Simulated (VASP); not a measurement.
## Ti (relaxed from the omega structure, space group P6/mmm): computed properties

Calculation: r2SCAN meta-GGA, VASP's PBE PAW potentials (set 64) (plane waves; VASP 6.6.1).

```
Quantity                                                                                  Value
----------------------------------  -----------------------------------------------------------
space group                                                                        P6/mmm (191)
cell                                a = b = 4.5664 Å, c = 2.8237 Å, α = β = 90.00°, γ = 120.00°
volume per atom                                                                   17.00 Å³/atom
band gap (over mesh and band path)                     none (metal, semimetal or under 0.01 eV)
density                                                                              4.68 g/cm³
```

```xyz
3
Lattice="4.5664 0.0000 0.0000 -2.2832 3.9546 0.0000 0.0000 0.0000 2.8237" Properties=species:S:1:pos:R:3 pbc="T T T"
Ti     0.0000     0.0000     0.0000
Ti     0.0000     2.6364     1.4119
Ti     2.2832     1.3182     1.4119
```

The structure was generated: Ti was put into the omega type (P6/mmm), which need not be its known phase. It was relaxed first. Symmetry was kept, so distortions that lower it aren't found.
